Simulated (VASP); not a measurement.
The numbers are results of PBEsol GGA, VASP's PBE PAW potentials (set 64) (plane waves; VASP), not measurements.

VASP input:

File POSCAR:
```
La2O3
1
    1.9301086596    -3.3430460951    -0.0000000000
    1.9301086596     3.3430460951    -0.0000000000
    0.0000000000     0.0000000000     5.7378848952
La O
2 3
Direct
  0.3333330000   0.6666670000   0.2393384445
  0.6666670000   0.3333330000   0.7606615555
  0.0000000000   0.0000000000   0.0000000000
  0.3333330000   0.6666670000   0.6490383696
  0.6666670000   0.3333330000   0.3509616304
```

File KPOINTS:
```
Automatic mesh
0
Gamma
7 7 4
0 0 0
```

### INCAR
```
# general
SYSTEM =La2O3
PREC   =Accurate
ENCUT  =620   # plane-wave cut-off (eV)
LREAL  =.FALSE.
LASPH  =.TRUE.   # aspherical one-centre terms

# electronic loop
EDIFF  =1E-6
NELM   =100
ALGO   =Normal
LMAXMIX=6

# smearing
ISMEAR =0
SIGMA  =0.05

# functional
GGA    =PS

# ions
IBRION =2
NSW    =40
ISIF   =3   # ions, shape and volume
EDIFFG =-0.02   # ionic stop
PSTRESS=100

# output
LWAVE  =.FALSE.
LCHARG =.FALSE.
```

POTCAR, in this order: La O (PBE.64 set). Program: vasp_std.

The resulting files:

**OSZICAR**
```
       N       E                     dE             d eps       ncg     rms          rms(c)
DAV:   1     0.481338635691E+03    0.48134E+03   -0.17694E+04  1408   0.298E+03
DAV:   2     0.102099828446E+03   -0.37924E+03   -0.37347E+03  1880   0.432E+02
DAV:   3    -0.277189792786E+02   -0.12982E+03   -0.12822E+03  2528   0.236E+02
DAV:   4    -0.474069287091E+02   -0.19688E+02   -0.19678E+02  2392   0.986E+01
DAV:   5    -0.485009157230E+02   -0.10940E+01   -0.10936E+01  2568   0.270E+01    0.144E+01
DAV:   6    -0.436829240326E+02    0.48180E+01   -0.41782E+01  2120   0.421E+01    0.764E+00
DAV:   7    -0.436018020450E+02    0.81122E-01   -0.40541E+00  2536   0.221E+01    0.379E+00
DAV:   8    -0.435566685818E+02    0.45133E-01   -0.47498E-01  2432   0.655E+00    0.114E+00
DAV:   9    -0.435462616472E+02    0.10407E-01   -0.75577E-02  2496   0.234E+00    0.357E-01
DAV:  10    -0.435473122386E+02   -0.10506E-02   -0.23987E-02  2216   0.116E+00    0.158E-01
DAV:  11    -0.435478451652E+02   -0.53293E-03   -0.57484E-03  2536   0.670E-01    0.107E-01
DAV:  12    -0.435479535128E+02   -0.10835E-03   -0.13513E-03  2424   0.274E-01    0.488E-02
DAV:  13    -0.435479691582E+02   -0.15645E-04   -0.63671E-04  2448   0.190E-01    0.225E-02
DAV:  14    -0.435479744296E+02   -0.52714E-05   -0.60094E-05  2656   0.772E-02    0.136E-02
DAV:  15    -0.435479775362E+02   -0.31066E-05   -0.12950E-05  2520   0.248E-02    0.927E-03
DAV:  16    -0.435479785557E+02   -0.10195E-05   -0.25428E-05  2432   0.381E-02    0.378E-03
DAV:  17    -0.435479787336E+02   -0.17792E-06   -0.17194E-06  1456   0.141E-02
   1 F= -.38926347E+02 E0= -.38926347E+02  d E =-.389263E+02
       N       E                     dE             d eps       ncg     rms          rms(c)
DAV:   1    -0.435343215298E+02    0.13657E-01   -0.31783E-01  1992   0.522E+00    0.362E-01
DAV:   2    -0.435328630359E+02    0.14585E-02   -0.18038E-02  1976   0.135E+00    0.138E-01
DAV:   3    -0.435323246116E+02    0.53842E-03   -0.21201E-03  2416   0.546E-01    0.416E-02
DAV:   4    -0.435322915781E+02    0.33033E-04   -0.36449E-04  2600   0.190E-01    0.164E-02
DAV:   5    -0.435322966410E+02   -0.50629E-05   -0.48053E-05  2568   0.522E-02    0.103E-02
DAV:   6    -0.435323001101E+02   -0.34691E-05   -0.93395E-06  2304   0.232E-02    0.699E-03
DAV:   7    -0.435323033845E+02   -0.32744E-05   -0.51755E-06  1800   0.237E-02    0.230E-03
DAV:   8    -0.435323036650E+02   -0.28047E-06   -0.11050E-06  1152   0.173E-02
   2 F= -.38926810E+02 E0= -.38926810E+02  d E =-.463481E-03
       N       E                     dE             d eps       ncg     rms          rms(c)
DAV:   1    -0.435360373984E+02   -0.37340E-02   -0.15781E-02  2032   0.116E+00    0.804E-02
DAV:   2    -0.435359653872E+02    0.72011E-04   -0.88732E-04  1968   0.297E-01    0.308E-02
DAV:   3    -0.435359388894E+02    0.26498E-04   -0.10807E-04  2456   0.124E-01    0.943E-03
DAV:   4    -0.435359364580E+02    0.24314E-05   -0.17063E-05  2456   0.420E-02    0.344E-03
DAV:   5    -0.435359359882E+02    0.46982E-06   -0.13444E-06  1280   0.123E-02
   3 F= -.38926854E+02 E0= -.38926854E+02  d E =-.507430E-03
       N       E                     dE             d eps       ncg     rms          rms(c)
DAV:   1    -0.435420314976E+02   -0.60950E-02   -0.26429E-01  1584   0.377E+00    0.158E-01
DAV:   2    -0.435430063665E+02   -0.97487E-03   -0.14971E-02  2024   0.123E+00    0.792E-02
DAV:   3    -0.435428915614E+02    0.11481E-03   -0.84858E-04  2584   0.334E-01    0.382E-02
DAV:   4    -0.435428543267E+02    0.37235E-04   -0.23161E-04  2336   0.154E-01    0.158E-02
DAV:   5    -0.435428533430E+02    0.98370E-06   -0.49453E-05  2464   0.540E-02    0.622E-03
DAV:   6    -0.435428529732E+02    0.36974E-06   -0.44465E-06  1896   0.191E-02
   4 F= -.38927179E+02 E0= -.38927179E+02  d E =-.325336E-03
       N       E                     dE             d eps       ncg     rms          rms(c)
DAV:   1    -0.435424942059E+02    0.35914E-03   -0.78387E-04  1680   0.206E-01    0.908E-03
DAV:   2    -0.435424967679E+02   -0.25620E-05   -0.45045E-05  2072   0.687E-02    0.444E-03
DAV:   3    -0.435424962480E+02    0.51985E-06   -0.17000E-06  1200   0.195E-02
   5 F= -.38927180E+02 E0= -.38927180E+02  d E =-.325623E-03
       N       E                     dE             d eps       ncg     rms          rms(c)
DAV:   1    -0.435417165821E+02    0.78019E-03   -0.42111E-02  1768   0.268E+00    0.772E-02
DAV:   2    -0.435418128703E+02   -0.96288E-04   -0.23869E-03  2336   0.572E-01    0.451E-02
DAV:   3    -0.435417600761E+02    0.52794E-04   -0.15025E-04  2576   0.145E-01    0.110E-02
DAV:   4    -0.435417588109E+02    0.12652E-05   -0.11812E-05  2424   0.353E-02    0.500E-03
DAV:   5    -0.435417589572E+02   -0.14631E-06   -0.71374E-07  1312   0.106E-02
   6 F= -.38927298E+02 E0= -.38927298E+02  d E =-.117847E-03
```

File OUTCAR:
```
------------------------ aborting loop because EDIFF is reached ----------------------------------------
  FORCE on cell =-STRESS in cart. coord.  units (eV):
  Direction    XX          YY          ZZ          XY          YZ          ZX
  --------------------------------------------------------------------------------------
  Total        4.6408502      4.6408495      4.5442177     -0.0000000      0.0000000      0.0000000
  in kB      100.5718710    100.5718575     98.4777484     -0.0000000      0.0000000      0.0000000
  external PRESSURE =      -0.1261744 kB  Pullay stress =     100.0000000 kB
  volume of cell :       73.93
      direct lattice vectors                 reciprocal lattice vectors
     1.929013299 -3.341148819  0.000000000     0.259199872 -0.149649126  0.000000000
     1.929013299  3.341148819 -0.000000000     0.259199872  0.149649126  0.000000000
    -0.000000000  0.000000000  5.735490472    -0.000000000  0.000000000  0.174353005
 POSITION                                       TOTAL-FORCE (eV/Angst)
 -----------------------------------------------------------------------------------
      1.92901      1.11372      1.37062         0.000000      0.000000     -0.004245
      1.92901     -1.11372      4.36487        -0.000000     -0.000000      0.004245
      0.00000      0.00000      0.00000         0.000000      0.000000      0.000000
      1.92901      1.11372      3.73174        -0.000000      0.000000      0.001393
      1.92901     -1.11372      2.00375         0.000000     -0.000000     -0.001393
 -----------------------------------------------------------------------------------
    total drift:                                0.000000     -0.000000      0.000000
  FREE ENERGIE OF THE ION-ELECTRON SYSTEM (eV)
  ---------------------------------------------------
  free  energy   TOTEN  =       -43.5417589572 eV

  energy  without entropy=      -43.5417589572  energy(sigma->0) =      -43.54175896
  enthalpy is  TOTEN    =       -38.9272975535 eV   P V=        4.6144614038

 reached required accuracy - stopping structural energy minimisation
```
(Selected blocks of OUTCAR.)

**CONTCAR**
```
La2O3
   1.00000000000000
     1.9290132993052276   -3.3411488187328144    0.0000000000000000
     1.9290132993052276    3.3411488187328144   -0.0000000000000000
    -0.0000000000000000    0.0000000000000000    5.7354904722356510
  La              O
     2     3
Direct
     0.3333330000000032    0.6666669999999968    0.2389719408424510
     0.6666669999999968    0.3333330000000032    0.7610280591575489
     0.0000000000000000    0.0000000000000000    0.0000000000000000
     0.3333330000000032    0.6666669999999968    0.6506397527851211
     0.6666669999999968    0.3333330000000032    0.3493602472148791
```

### OUTCAR
```
 val. band max:        6.8829821575   @ k =   0.2857   0.2857   0.5000

 cond. band min:      10.7389160444   @ k =   0.2857   0.2857   0.0000


 Fermi energy:         7.1110042465

 k-point     1 :       0.0000    0.0000    0.0000
  band No.  band energies     occupation
      1     -22.6909      2.00000
      2     -22.2473      2.00000
      3     -10.3696      2.00000
      4      -8.9486      2.00000
      5      -8.5148      2.00000
      6      -6.1517      2.00000
      7      -6.1516      2.00000
      8      -5.7639      2.00000
      9      -5.7639      2.00000
     10      -5.5401      2.00000
     11      -5.0031      2.00000
     12       3.9926      2.00000
     13       3.9926      2.00000
     14       4.5028      2.00000
     15       4.5028      2.00000
     16       4.7823      2.00000
     17       4.9304      2.00000
     18       6.3542      2.00000
     19       6.3542      2.00000
     20       6.6243      2.00000
     21      11.2872      0.00000
     22      11.2872      0.00000
     23      11.4522      0.00000
     24      12.7261      0.00000

 k-point     2 :       0.1429    0.0000    0.0000
  band No.  band energies     occupation
      1     -22.6392      2.00000
      2     -22.2322      2.00000
      3     -10.3309      2.00000
      4      -9.3491      2.00000
      5      -8.8584      2.00000
      6      -6.2678      2.00000
      7      -5.8849      2.00000
      8      -5.7849      2.00000
      9      -5.6106      2.00000
     10      -5.5965      2.00000
     11      -4.8952      2.00000
     12       4.1450      2.00000
     13       4.2172      2.00000
     14       4.3660      2.00000
     15       4.6561      2.00000
     16       4.8584      2.00000
     17       5.5136      2.00000
     18       6.0496      2.00000
     19       6.3674      2.00000
     20       6.5804      2.00000
     21      11.3811      0.00000
     22      11.5031      0.00000
     23      11.6170      0.00000
     24      12.6631      0.00000
...
```

The compound is La2O3 in the a-type structure. This run relaxes it under an external pressure of 10 GPa. Symmetry was kept, so distortions that lower it aren't found.
